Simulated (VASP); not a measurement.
An input for Quantum ESPRESSO's pw.x (written as the equivalent of a VASP run, and not itself run):

```
&CONTROL
  calculation = 'vc-relax'
  pseudo_dir = './pseudo'
  outdir = './out'
  tprnfor = .true.
  tstress = .true.
  nstep = 60
  forc_conv_thr = 0.00078
/
&SYSTEM
  ibrav = 0
  nat = 15
  ntyp = 2
  ecutwfc = 82.3
  occupations = 'smearing'
  smearing = 'gaussian'
  degauss = 0.003675
  input_dft = 'pz'
/
&ELECTRONS
  conv_thr = 7.3e-08
  electron_maxstep = 100
/
&IONS
/
&CELL
/
ATOMIC_SPECIES
  Bi 208.980 Bi.upf
  Te 127.600 Te.upf
CELL_PARAMETERS angstrom
     4.3527953   -0.0000000   -0.0000000
    -2.1763977    3.7696311   -0.0000000
     0.0000000    0.0000000   30.1161221
ATOMIC_POSITIONS crystal
  Bi   0.3333330  0.6666670  0.2668684
  Bi   0.3333330  0.6666670  0.0664656
  Bi   0.0000000  0.0000000  0.6002014
  Bi   0.0000000  0.0000000  0.3997986
  Bi   0.6666670  0.3333330  0.9335344
  Bi   0.6666670  0.3333330  0.7331316
  Te   0.0000000  0.0000000  0.0000000
  Te   0.6666670  0.3333330  0.1233465
  Te   0.0000000  0.0000000  0.2099865
  Te   0.6666670  0.3333330  0.3333330
  Te   0.3333330  0.6666670  0.4566805
  Te   0.6666670  0.3333330  0.5433195
  Te   0.3333330  0.6666670  0.6666670
  Te   0.0000000  1.0000000  0.7900135
  Te   0.3333330  0.6666670  0.8766535
K_POINTS automatic
  5 5 1 0 0 0
```

Write the VASP files for the same calculation (LDA).

This is not unique; one that fits is 
INCAR:
```
SIGMA  =  0.05
IBRION  =  2
PREC  =  Accurate
LMAXMIX  =  4   ! l cut-off of mixed one-centre charges
LREAL  =  Auto   ! projection in real space or not
NELM  =  100   ! most electronic steps
LWAVE  =  .False.
LCHARG  =  .False.
EDIFFG  =  -0.02   ! ionic stop
ALGO  =  Normal   ! blocked Davidson
NSW  =  60   ! most ionic steps
LASPH  =  .True.   ! aspherical one-centre terms
EDIFF  =  1E-6
ISMEAR  =  0
ENCUT  =  480
ISIF  =  3
SYSTEM  =  Bi2Te3
```

File KPOINTS:
```
Regular mesh
0
G
5 5 1
```

POSCAR:
```
Bi2Te3
1
    4.3527953375    -0.0000000000    -0.0000000000
   -2.1763976688     3.7696310762    -0.0000000000
    0.0000000000     0.0000000000    30.1161221400
Bi Te
6 9
Direct
  0.3333330000   0.6666670000   0.2668684038
  0.3333330000   0.6666670000   0.0664655962
  0.0000000000   0.0000000000   0.6002014038
  0.0000000000   0.0000000000   0.3997985962
  0.6666670000   0.3333330000   0.9335344038
  0.6666670000   0.3333330000   0.7331315962
  0.0000000000   0.0000000000   0.0000000000
  0.6666670000   0.3333330000   0.1233465066
  0.0000000000   0.0000000000   0.2099864934
  0.6666670000   0.3333330000   0.3333330000
  0.3333330000   0.6666670000   0.4566805066
  0.6666670000   0.3333330000   0.5433194934
  0.3333330000   0.6666670000   0.6666670000
  0.0000000000   1.0000000000   0.7900135066
  0.3333330000   0.6666670000   0.8766534934
```

POTCAR, in this order: Bi_d Te (LDA.64 set). Program: vasp_std.

What does not carry over: the potentials are each code's own (VASP's PAW set, PseudoDojo norm-conserving files in pw.x), so ENCUT and ecutwfc are chosen apart and not converted; conv_thr bounds pw.x's estimated SCF error, while EDIFF bounds the energy change between steps; forc_conv_thr acts on force components and is met together with etot_conv_thr.

The compound is Bi2Te3 in the tetradymite structure. This run relaxes it. Symmetry was kept, so distortions that lower it aren't found. The start is the result of an earlier pass.
